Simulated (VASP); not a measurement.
# NiSb (Breithauptite): structure and properties in VASP, part 12 of 13

Aim: relax NiSb (Breithauptite), then compute properties on the relaxed cell. The start is a cell from a database of measured crystal structures.

VASP 6.6.1, plane waves and PAW; the level of theory is named at each step.

Still holding for the runs below: This run allows spin, but its moments start at zero, where symmetry between the spins tends to hold them, which is where the search above led. The k-mesh is coarse for a metal. A U on the itinerant d states of such a compound is hard to justify; it moves the bands at the Fermi level.

So far. Step 12 (Density of states (LDA + U)): The finer mesh and the other smearing move the Fermi level by -0.02 eV from the 7×7×5 run, a small shift, which tests the Fermi level alone. Of the states within 0.3 eV of the Fermi level, the largest shares in the PAW spheres are Ni d 44 %, Sb p 17 % and Ni p 7 %. The rest lies in smaller channels or between the spheres.

### Step 14. Volume scan with LDA + U, volume scale 0.94

Level of this step: LDA, DFT+U (Ni d 4 eV), zero-moment start; plane waves and PAW (Ni, Sb) (VASP).

An equation of state needs energies on both sides of the minimum, all on one mesh and cutoff.

Contents of INCAR:

```
SYSTEM = NiSb
PREC = Accurate
ENCUT = 400
EDIFF = 1E-06
NELM = 100
ISMEAR = 0
SIGMA = 0.05
LREAL = .FALSE.
ALGO = Normal
GGA = CA
NBANDS = 23
ISPIN = 2
MAGMOM = 0 0 -0 -0
LDAU = .TRUE.
LDAUTYPE = 2
LDAUL = 2 -1
LDAUU = 4 0
LDAUJ = 0 0
LDAUPRINT = 1
LASPH = .TRUE.
LMAXMIX = 4
LORBIT = 11
LWAVE = .FALSE.
LCHARG = .FALSE.
KPAR = 8
ISIF = 2
```

Contents of POSCAR:

```
NiSb
1.0
    3.7495780446      0.0000000000      0.0000000000
   -1.8747890223      3.2472298400      0.0000000000
    0.0000000000      0.0000000000      4.8946397197
Ni Sb
2 2
Direct
    0.0000000000      0.0000000000      0.0000000000
    0.0000000000      0.0000000000      0.5000000000
    0.3333333333      0.6666666667      0.2500000000
    0.6666666667      0.3333333333      0.7500000000
```

Contents of KPOINTS:

```
Automatic mesh
0
Gamma
7 7 5
0 0 0
```

The projector-augmented-wave data sets are Ni and Sb (LDA family, release 64).

Launch:

```sh
$ mpirun -np 8 vasp_std
```

The program printed:

```text
[... set-up lines as in an earlier step ...]
 entering main loop
       N       E                     dE             d eps       ncg     rms          rms(c)
DAV:   1     0.161196078121E+03    0.16120E+03   -0.10570E+04  2216   0.115E+03
DAV:   2    -0.109306927185E+02   -0.17213E+03   -0.16411E+03  2320   0.263E+02
DAV:   3    -0.199823149114E+02   -0.90516E+01   -0.89355E+01  2707   0.785E+01
DAV:   4    -0.201475321066E+02   -0.16522E+00   -0.16514E+00  2506   0.103E+01
DAV:   5    -0.201525026346E+02   -0.49705E-02   -0.49704E-02  2782   0.178E+00    0.127E+01
DAV:   6    -0.200222426451E+02    0.13026E+00   -0.47863E+00  2453   0.412E+01    0.702E+00
DAV:   7    -0.195586700114E+02    0.46357E+00   -0.28448E+00  2622   0.351E+01    0.565E+00
DAV:   8    -0.194182439767E+02    0.14043E+00   -0.57755E-01  2782   0.110E+01    0.555E-01
DAV:   9    -0.194177963892E+02    0.44759E-03   -0.22875E-02  2647   0.119E+00    0.291E-01
DAV:  10    -0.194171834867E+02    0.61290E-03   -0.43134E-03  2404   0.546E-01    0.865E-02
DAV:  11    -0.194171837070E+02   -0.22033E-06   -0.53683E-04  2733   0.210E-01    0.334E-02
DAV:  12    -0.194171933548E+02   -0.96478E-05   -0.22557E-05  3144   0.618E-02    0.287E-02
DAV:  13    -0.194171908608E+02    0.24940E-05   -0.63010E-06  2627   0.357E-02    0.100E-02
DAV:  14    -0.194171906935E+02    0.16728E-06   -0.12913E-06  1652   0.126E-02
   1 F= -.19417191E+02 E0= -.19416140E+02  d E =-.210232E-02  mag=     0.0000
```

Run time: 4.2 s. Hardware: 8 MPI ranks of AMD EPYC 9R45, shared host; peak memory 1.2 GiB.

Parts of OUTCAR (step 14):

```text
   ENCUT  =  400.0 eV  29.40 Ry    5.42 a.u.   6.11  6.11  7.98*2*pi/ulx,y,z

   NELECT =      30.0000    total number of electrons

atom =   1  type =  1  l = 2

 onsite density matrix

spin component  1

  0.8806 -0.0000  0.0000  0.0404 -0.0000
 -0.0000  0.8757 -0.0000 -0.0000  0.0404
  0.0000 -0.0000  0.8962  0.0000 -0.0000
  0.0404 -0.0000  0.0000  0.8757  0.0000
 -0.0000  0.0404 -0.0000  0.0000  0.8806

spin component  2

 occupancies and eigenvectors

  o =  0.8377  v =  0.0000  0.0000  0.0000  0.0000  0.0000  0.0000  0.7285 -0.0000 -0.0000 -0.6851      0.0000  0.0000  0.0000  0.0000  0.0000  0.0000  0.0000  0.0000  0.0000  0.0000
  o =  0.8377  v =  0.0000  0.0000  0.0000  0.0000  0.0000  0.6851  0.0000 -0.0000 -0.7285  0.0000      0.0000  0.0000  0.0000  0.0000  0.0000  0.0000  0.0000  0.0000  0.0000  0.0000
  o =  0.8377  v =  0.0000  0.7285 -0.0000 -0.0000 -0.6851  0.0000  0.0000  0.0000  0.0000  0.0000      0.0000  0.0000  0.0000  0.0000  0.0000  0.0000  0.0000  0.0000  0.0000  0.0000
  o =  0.8377  v =  0.6851  0.0000 -0.0000 -0.7285  0.0000  0.0000  0.0000  0.0000  0.0000  0.0000      0.0000  0.0000  0.0000  0.0000  0.0000  0.0000  0.0000  0.0000  0.0000  0.0000
  o =  0.8962  v =  0.0000  0.0000  1.0000 -0.0000  0.0000  0.0000  0.0000  0.0000  0.0000  0.0000      0.0000  0.0000  0.0000  0.0000  0.0000  0.0000  0.0000  0.0000  0.0000  0.0000
  o =  0.8962  v =  0.0000  0.0000  0.0000  0.0000  0.0000  0.0000  0.0000  1.0000 -0.0000  0.0000      0.0000  0.0000  0.0000  0.0000  0.0000  0.0000  0.0000  0.0000  0.0000  0.0000
  o =  0.9186  v =  0.0000  0.0000  0.0000  0.0000  0.0000  0.0000 -0.6851  0.0000 -0.0000 -0.7285      0.0000  0.0000  0.0000  0.0000  0.0000  0.0000  0.0000  0.0000  0.0000  0.0000
  o =  0.9186  v =  0.0000  0.0000  0.0000  0.0000  0.0000 -0.7285  0.0000 -0.0000 -0.6851  0.0000      0.0000  0.0000  0.0000  0.0000  0.0000  0.0000  0.0000  0.0000  0.0000  0.0000
  o =  0.9186  v =  0.0000 -0.6851  0.0000 -0.0000 -0.7285  0.0000  0.0000  0.0000  0.0000  0.0000      0.0000  0.0000  0.0000  0.0000  0.0000  0.0000  0.0000  0.0000  0.0000  0.0000
  o =  0.9186  v = -0.7285  0.0000 -0.0000 -0.6851  0.0000  0.0000  0.0000  0.0000  0.0000  0.0000      0.0000  0.0000  0.0000  0.0000  0.0000  0.0000  0.0000  0.0000  0.0000  0.0000

atom =   2  type =  1  l = 2

 onsite density matrix

spin component  1

  0.8806  0.0000  0.0000 -0.0404 -0.0000
  0.0000  0.8757  0.0000 -0.0000 -0.0404
  0.0000  0.0000  0.8962 -0.0000 -0.0000
 -0.0404 -0.0000 -0.0000  0.8757 -0.0000
 -0.0000 -0.0404 -0.0000 -0.0000  0.8806

spin component  2

 occupancies and eigenvectors

  o =  0.8377  v =  0.0000  0.0000  0.0000  0.0000  0.0000  0.0000 -0.7285 -0.0000  0.0000 -0.6851      0.0000  0.0000  0.0000  0.0000  0.0000  0.0000  0.0000  0.0000  0.0000  0.0000
  o =  0.8377  v =  0.0000  0.0000  0.0000  0.0000  0.0000  0.6851  0.0000  0.0000  0.7285  0.0000      0.0000  0.0000  0.0000  0.0000  0.0000  0.0000  0.0000  0.0000  0.0000  0.0000
  o =  0.8377  v =  0.0000 -0.7285 -0.0000  0.0000 -0.6851  0.0000  0.0000  0.0000  0.0000  0.0000      0.0000  0.0000  0.0000  0.0000  0.0000  0.0000  0.0000  0.0000  0.0000  0.0000
  o =  0.8377  v =  0.6851  0.0000  0.0000  0.7285  0.0000  0.0000  0.0000  0.0000  0.0000  0.0000      0.0000  0.0000  0.0000  0.0000  0.0000  0.0000  0.0000  0.0000  0.0000  0.0000
  o =  0.8962  v = -0.0000 -0.0000  1.0000  0.0000  0.0000  0.0000  0.0000  0.0000  0.0000  0.0000      0.0000  0.0000  0.0000  0.0000  0.0000  0.0000  0.0000  0.0000  0.0000  0.0000
  o =  0.8962  v =  0.0000  0.0000  0.0000  0.0000  0.0000 -0.0000 -0.0000  1.0000  0.0000  0.0000      0.0000  0.0000  0.0000  0.0000  0.0000  0.0000  0.0000  0.0000  0.0000  0.0000
  o =  0.9186  v =  0.0000  0.0000  0.0000  0.0000  0.0000  0.0000  0.6851  0.0000 -0.0000 -0.7285      0.0000  0.0000  0.0000  0.0000  0.0000  0.0000  0.0000  0.0000  0.0000  0.0000
  o =  0.9186  v =  0.0000  0.0000  0.0000  0.0000  0.0000  0.7285 -0.0000 -0.0000 -0.6851  0.0000      0.0000  0.0000  0.0000  0.0000  0.0000  0.0000  0.0000  0.0000  0.0000  0.0000
  o =  0.9186  v =  0.0000  0.6851  0.0000 -0.0000 -0.7285  0.0000  0.0000  0.0000  0.0000  0.0000      0.0000  0.0000  0.0000  0.0000  0.0000  0.0000  0.0000  0.0000  0.0000  0.0000
  o =  0.9186  v =  0.7285 -0.0000 -0.0000 -0.6851  0.0000  0.0000  0.0000  0.0000  0.0000  0.0000      0.0000  0.0000  0.0000  0.0000  0.0000  0.0000  0.0000  0.0000  0.0000  0.0000

 E-fermi :  11.8440

 spin component 1
 k-point     1 :       0.0000    0.0000    0.0000
  band No.  band energies     occupation
    ...
      9       8.7561      1.00000
     10       8.7561      1.00000
     11       9.7044      1.00000
     12       9.7044      1.00000
     13      11.3997      1.00000
     14      12.8426      0.00000
     15      12.8426      0.00000
     16      14.6737      0.00000
     17      14.6737      0.00000
     18      15.3564      0.00000
    ...

 k-point     2 :       0.1429    0.0000    0.0000
  band No.  band energies     occupation
    ...
     11       9.6763      1.00000
     12       9.7050      1.00000
     13      11.0238      1.00000
     14      11.2971      1.00000
     15      11.7985      0.90096
     16      13.8418      0.00000
     17      15.5721      0.00000
     18      16.0457      0.00000
     19      16.9617      0.00000
     20      18.1208      0.00000
    ...

  Total        4.0025727      4.0025727      3.8807759      0.0000000      0.0000000     -0.0000000
  in kB      107.6052991    107.6052991    104.3309088      0.0000000      0.0000000     -0.0000000
  external PRESSURE =     106.5138357 kB  Pullay stress =       0.0000000 kB

 POSITION                                       TOTAL-FORCE (eV/Angst)
 -----------------------------------------------------------------------------------
      0.00000      0.00000      0.00000        -0.000000      0.000000     -0.000000
      0.00000      0.00000      2.44732        -0.000000      0.000000     -0.000000
     -0.00000      2.16482      1.22366        -0.000000      0.000000      0.000000
      1.87479      1.08241      3.67098         0.000000      0.000000     -0.000000
 -----------------------------------------------------------------------------------
    total drift:                               -0.000000      0.000000      0.000000

  FREE ENERGIE OF THE ION-ELECTRON SYSTEM (eV)
  ---------------------------------------------------
  free  energy   TOTEN  =       -19.4171906935 eV

  energy  without entropy=      -19.4150883784  energy(sigma->0) =      -19.41613954

 magnetization (x)
# of ion       s       p       d       tot
------------------------------------------
    1       -0.000  -0.000  -0.000  -0.000
    2       -0.000  -0.000  -0.000  -0.000
    3        0.000   0.000   0.000   0.000
    4        0.000   0.000   0.000   0.000
--------------------------------------------------
tot          0.000   0.000  -0.000   0.000

[... 4 parts as in an earlier step ...]

[... 13 further parts left out ...]
```

The scan keeps the cell's shape and the fractional positions fixed.

Numbers from this step:

```yaml
scf_cycles: 14
free_energy_toten: -19.42 eV
energy_at_zero_smearing: -19.42 eV
fermi_energy: 11.84 eV
pressure: 10.65 GPa
```

The pressure here is 10.65 GPa.

### Step 15. Volume scan with LDA + U, volume scale 0.96

INCAR is that of step 14.

Contents of POSCAR:

```
NiSb
1.0
    3.7759843938      0.0000000000      0.0000000000
   -1.8879921969      3.2700984093      0.0000000000
    0.0000000000      0.0000000000      4.9291101492
Ni Sb
2 2
Direct
    0.0000000000      0.0000000000      0.0000000000
    0.0000000000      0.0000000000      0.5000000000
    0.3333333333      0.6666666667      0.2500000000
    0.6666666667      0.3333333333      0.7500000000
```

KPOINTS is that of step 14.

Launch:

```sh
$ mpirun -np 8 vasp_std
```

The program printed:

```text
[... set-up lines as in an earlier step ...]
 entering main loop
       N       E                     dE             d eps       ncg     rms          rms(c)
DAV:   1     0.161551546245E+03    0.16155E+03   -0.10465E+04  2208   0.114E+03
DAV:   2    -0.112673896553E+02   -0.17282E+03   -0.16521E+03  2334   0.264E+02
DAV:   3    -0.200410620669E+02   -0.87737E+01   -0.86573E+01  2692   0.770E+01
DAV:   4    -0.202002496292E+02   -0.15919E+00   -0.15908E+00  2531   0.102E+01
DAV:   5    -0.202050726993E+02   -0.48231E-02   -0.48228E-02  2725   0.176E+00    0.121E+01
DAV:   6    -0.201027614745E+02    0.10231E+00   -0.48366E+00  2495   0.411E+01    0.692E+00
DAV:   7    -0.196202896369E+02    0.48247E+00   -0.27986E+00  2628   0.346E+01    0.538E+00
DAV:   8    -0.194911688078E+02    0.12912E+00   -0.55673E-01  2859   0.103E+01    0.560E-01
DAV:   9    -0.194901082732E+02    0.10605E-02   -0.21090E-02  2770   0.119E+00    0.301E-01
DAV:  10    -0.194895228022E+02    0.58547E-03   -0.41285E-03  2577   0.542E-01    0.885E-02
DAV:  11    -0.194895365255E+02   -0.13723E-04   -0.57404E-04  2730   0.228E-01    0.413E-02
DAV:  12    -0.194895493675E+02   -0.12842E-04   -0.28701E-05  3089   0.629E-02    0.361E-02
DAV:  13    -0.194895449499E+02    0.44176E-05   -0.10699E-05  2751   0.412E-02    0.104E-02
DAV:  14    -0.194895447705E+02    0.17944E-06   -0.20115E-06  2026   0.144E-02
   1 F= -.19489545E+02 E0= -.19488603E+02  d E =-.188433E-02  mag=    -0.0000
```

It took 4.6 s on 8 MPI ranks; peak memory 1.3 GiB.

From OUTCAR (step 15):

```text
   ENCUT  =  400.0 eV  29.40 Ry    5.42 a.u.   6.16  6.16  8.04*2*pi/ulx,y,z

   NELECT =      30.0000    total number of electrons

atom =   1  type =  1  l = 2

 onsite density matrix

spin component  1

  0.8788 -0.0000  0.0000  0.0419 -0.0000
 -0.0000  0.8735 -0.0000 -0.0000  0.0419
  0.0000 -0.0000  0.8951 -0.0000 -0.0000
  0.0419 -0.0000 -0.0000  0.8735 -0.0000
 -0.0000  0.0419 -0.0000 -0.0000  0.8788

spin component  2

 occupancies and eigenvectors

  o =  0.8342  v =  0.0000 -0.7292  0.0000  0.0000  0.6843  0.0000  0.0000  0.0000  0.0000  0.0000      0.0000  0.0000  0.0000  0.0000  0.0000  0.0000  0.0000  0.0000  0.0000  0.0000
  o =  0.8342  v =  0.6843  0.0000 -0.0000 -0.7292  0.0000  0.0000  0.0000  0.0000  0.0000  0.0000      0.0000  0.0000  0.0000  0.0000  0.0000  0.0000  0.0000  0.0000  0.0000  0.0000
  o =  0.8342  v =  0.0000  0.0000  0.0000  0.0000  0.0000  0.0000 -0.7292  0.0000  0.0000  0.6843      0.0000  0.0000  0.0000  0.0000  0.0000  0.0000  0.0000  0.0000  0.0000  0.0000
  o =  0.8342  v =  0.0000  0.0000  0.0000  0.0000  0.0000  0.6843  0.0000 -0.0000 -0.7292  0.0000      0.0000  0.0000  0.0000  0.0000  0.0000  0.0000  0.0000  0.0000  0.0000  0.0000
  o =  0.8951  v =  0.0000  0.0000  1.0000 -0.0000  0.0000  0.0000  0.0000  0.0000  0.0000  0.0000      0.0000  0.0000  0.0000  0.0000  0.0000  0.0000  0.0000  0.0000  0.0000  0.0000
  o =  0.8951  v =  0.0000  0.0000  0.0000  0.0000  0.0000  0.0000  0.0000  1.0000 -0.0000  0.0000      0.0000  0.0000  0.0000  0.0000  0.0000  0.0000  0.0000  0.0000  0.0000  0.0000
  o =  0.9181  v =  0.0000  0.0000  0.0000  0.0000  0.0000  0.0000  0.6843 -0.0000 -0.0000  0.7292      0.0000  0.0000  0.0000  0.0000  0.0000  0.0000  0.0000  0.0000  0.0000  0.0000
  o =  0.9181  v =  0.0000  0.0000  0.0000  0.0000  0.0000 -0.7292  0.0000 -0.0000 -0.6843  0.0000      0.0000  0.0000  0.0000  0.0000  0.0000  0.0000  0.0000  0.0000  0.0000  0.0000
  o =  0.9181  v =  0.0000  0.6843 -0.0000 -0.0000  0.7292  0.0000  0.0000  0.0000  0.0000  0.0000      0.0000  0.0000  0.0000  0.0000  0.0000  0.0000  0.0000  0.0000  0.0000  0.0000
  o =  0.9181  v = -0.7292  0.0000 -0.0000 -0.6843  0.0000  0.0000  0.0000  0.0000  0.0000  0.0000      0.0000  0.0000  0.0000  0.0000  0.0000  0.0000  0.0000  0.0000  0.0000  0.0000

atom =   2  type =  1  l = 2

 onsite density matrix

spin component  1

  0.8788  0.0000  0.0000 -0.0419  0.0000
  0.0000  0.8735  0.0000 -0.0000 -0.0419
  0.0000  0.0000  0.8951  0.0000 -0.0000
 -0.0419 -0.0000  0.0000  0.8735  0.0000
  0.0000 -0.0419 -0.0000  0.0000  0.8788

spin component  2

 occupancies and eigenvectors

  o =  0.8342  v =  0.0000  0.7292  0.0000  0.0000  0.6843  0.0000  0.0000  0.0000  0.0000  0.0000      0.0000  0.0000  0.0000  0.0000  0.0000  0.0000  0.0000  0.0000  0.0000  0.0000
  o =  0.8342  v = -0.6843  0.0000  0.0000 -0.7292  0.0000  0.0000  0.0000  0.0000  0.0000  0.0000      0.0000  0.0000  0.0000  0.0000  0.0000  0.0000  0.0000  0.0000  0.0000  0.0000
  o =  0.8342  v =  0.0000  0.0000  0.0000  0.0000  0.0000  0.0000  0.7292  0.0000  0.0000  0.6843      0.0000  0.0000  0.0000  0.0000  0.0000  0.0000  0.0000  0.0000  0.0000  0.0000
  o =  0.8342  v =  0.0000  0.0000  0.0000  0.0000  0.0000 -0.6843  0.0000  0.0000 -0.7292  0.0000      0.0000  0.0000  0.0000  0.0000  0.0000  0.0000  0.0000  0.0000  0.0000  0.0000
  o =  0.8951  v =  0.0000 -0.0000  1.0000  0.0000  0.0000  0.0000  0.0000  0.0000  0.0000  0.0000      0.0000  0.0000  0.0000  0.0000  0.0000  0.0000  0.0000  0.0000  0.0000  0.0000
  o =  0.8951  v =  0.0000  0.0000  0.0000  0.0000  0.0000  0.0000 -0.0000  1.0000  0.0000  0.0000      0.0000  0.0000  0.0000  0.0000  0.0000  0.0000  0.0000  0.0000  0.0000  0.0000
  o =  0.9181  v =  0.0000  0.0000  0.0000  0.0000  0.0000  0.0000  0.6843  0.0000 -0.0000 -0.7292      0.0000  0.0000  0.0000  0.0000  0.0000  0.0000  0.0000  0.0000  0.0000  0.0000
  o =  0.9181  v =  0.0000  0.0000  0.0000  0.0000  0.0000 -0.7292  0.0000 -0.0000  0.6843 -0.0000      0.0000  0.0000  0.0000  0.0000  0.0000  0.0000  0.0000  0.0000  0.0000  0.0000
  o =  0.9181  v =  0.0000  0.6843  0.0000 -0.0000 -0.7292  0.0000  0.0000  0.0000  0.0000  0.0000      0.0000  0.0000  0.0000  0.0000  0.0000  0.0000  0.0000  0.0000  0.0000  0.0000
  o =  0.9181  v = -0.7292  0.0000 -0.0000  0.6843 -0.0000  0.0000  0.0000  0.0000  0.0000  0.0000      0.0000  0.0000  0.0000  0.0000  0.0000  0.0000  0.0000  0.0000  0.0000  0.0000

 E-fermi :  11.4967

 spin component 1
 k-point     1 :       0.0000    0.0000    0.0000
  band No.  band energies     occupation
    ...
      9       8.4929      1.00000
     10       8.4929      1.00000
     11       9.4161      1.00000
     12       9.4161      1.00000
     13      11.0542      1.00000
     14      12.4627      0.00000
     15      12.4627      0.00000
     16      14.2605      0.00000
     17      14.2605      0.00000
     18      14.9783      0.00000
    ...

 k-point     2 :       0.1429    0.0000    0.0000
  band No.  band energies     occupation
    ...
     11       9.3883      1.00000
     12       9.4169      1.00000
     13      10.6764      1.00000
     14      10.9552      1.00000
     15      11.4462      0.92353
     16      13.4337      0.00000
     17      15.1297      0.00000
     18      15.6027      0.00000
     19      16.5613      0.00000
     20      17.6953      0.00000
    ...

  Total        2.5629469      2.5629469      2.4916337     -0.0000000      0.0000000      0.0000000
  in kB       67.4668841     67.4668841     65.5896393     -0.0000000      0.0000000      0.0000000
  external PRESSURE =      66.8411359 kB  Pullay stress =       0.0000000 kB

 POSITION                                       TOTAL-FORCE (eV/Angst)
 -----------------------------------------------------------------------------------
      0.00000      0.00000      0.00000        -0.000000      0.000000      0.000000
      0.00000      0.00000      2.46456        -0.000000      0.000000      0.000000
     -0.00000      2.18007      1.23228         0.000000     -0.000000      0.000000
      1.88799      1.09003      3.69683        -0.000000      0.000000      0.000000
 -----------------------------------------------------------------------------------
    total drift:                               -0.000000      0.000000      0.000000

  FREE ENERGIE OF THE ION-ELECTRON SYSTEM (eV)
  ---------------------------------------------------
  free  energy   TOTEN  =       -19.4895447705 eV

  energy  without entropy=      -19.4876604445  energy(sigma->0) =      -19.48860261

 magnetization (x)
# of ion       s       p       d       tot
------------------------------------------
    1       -0.000   0.000  -0.000   0.000
    2       -0.000   0.000  -0.000   0.000
    3       -0.000  -0.000   0.000  -0.000
    4       -0.000  -0.000   0.000  -0.000
--------------------------------------------------
tot         -0.000  -0.000  -0.000  -0.000

[... 4 parts as in an earlier step ...]

[... 13 further parts left out ...]
```

This step gave:

```
free energy (TOTEN)     : -19.49 eV
energy at zero smearing : -19.49 eV
Fermi energy            : 11.50 eV
pressure                : 6.684 GPa
```

The pressure falls from 10.65 to 6.68 GPa.

The run ends at a pressure of 6.68 GPa.

(Part 12 of 13 ends here.)

[Lines on the potential files, build, host, timing and source positions are cut from VASP's logs without a mark.]

[Logs are printed without paths, hosts, clocks, repeated set-up lines and the standing remarks that a program may print on its own settings, such as how far it seeks lower states.]

[Hosts, paths, dates, database ids (printed as entryN), source tags and the programs' standing remarks are cut or masked in the printed files.]

[A measured line is paired with the nearest computed mode of its activity, which favours agreement.]

[In band tables of VASP the shares of atoms and orbitals are scaled to a sum of 1 inside the atoms' spheres.]
